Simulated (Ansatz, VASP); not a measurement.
Two plane-wave programs on NbTe

```
Te Nb
1.0
     3.75170    0.00000    0.00000
    -1.87585    3.24907    0.00000
     0.00000    0.00000    3.74282
Te Nb
1 1
Direct
  0.66667 0.33333 0.00000
  0.00000 0.00000 0.50000
```

Change from the starting cell: volume scaled by 1.04.

Alike in both runs: task single point; functional PBE; k mesh 8 × 8 × 7; occupations fermi-dirac, width 0.05 eV; no spin polarisation.

|  | VASP | Ansatz |
| --- | --- | --- |
| version | VASP 6.6.1 | Ansatz 0.2.0 |
| potentials or method | VASP PAW PBE potentials, release 64 (Te, Nb_sv) | Ansatz PAW |
| plane-wave cutoff (eV) | 520 | 420 |
| valence electrons in the cell | 19 | 29 |

|  | VASP | Ansatz | Ansatz less VASP |
| --- | --- | --- | --- |
| gap on the k mesh at the Fermi level (eV) | none | none | - |
| pressure (GPa) | -5.1 | -4.9 | +0.20 |
| largest component of the traceless stress (GPa) | 0.40 | 0.36 | -0.038 |

A gap of «none» marks a metal or a gap that the smearing closes. The two sets of potentials don't hold the same shells in valence.

Spin-orbit coupling is left out, which matters for the levels of Te.
